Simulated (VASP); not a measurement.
Given:

```
Ni
1.0
    0.00000     1.73218     1.73218
    1.73218     0.00000     1.73218
    1.73218     1.73218     0.00000
Ni
1
Cartesian
  0.00000   0.00000   0.00000
```
Starting moments (μB, in the order of the record's atoms Ni): 0.6.

The numbers are results of PBE GGA, VASP's PBE PAW potentials (set 64) (plane waves; VASP), not measurements. Numerical set-up: 500 eV cut-off, 18×18×18 Γ-centred mesh, first-order Methfessel-Paxton smearing of 0.10 eV, potentials Ni.

Energy and stress use the plane-wave basis of the starting cell.

Question: The ions, cell shape and volume at an external pressure of 20.0 GPa are relaxed. Give the cell that the relaxation ends in.

Answer: 
```
Ni
1.0
    0.00000     1.71096     1.71096
    1.71096     0.00000     1.71096
    1.71096     1.71096     0.00000
Ni
1
Direct
  0.00000   0.00000   0.00000
```
Space group Fm-3m (225), at a tolerance of 0.03 Å. The cell ends with 0.61 μB, on the sites 0.61 μB.

Question: How do energy and volume change from the first to the last step?

Answer: The energy (σ→0) changes by +34.7 meV/atom and the volume by -3.6 %, in 3 ionic steps.

The compound is Ni in the fcc structure. This run relaxes it under an external pressure of 20 GPa. Symmetry was kept, so distortions that lower it aren't found.
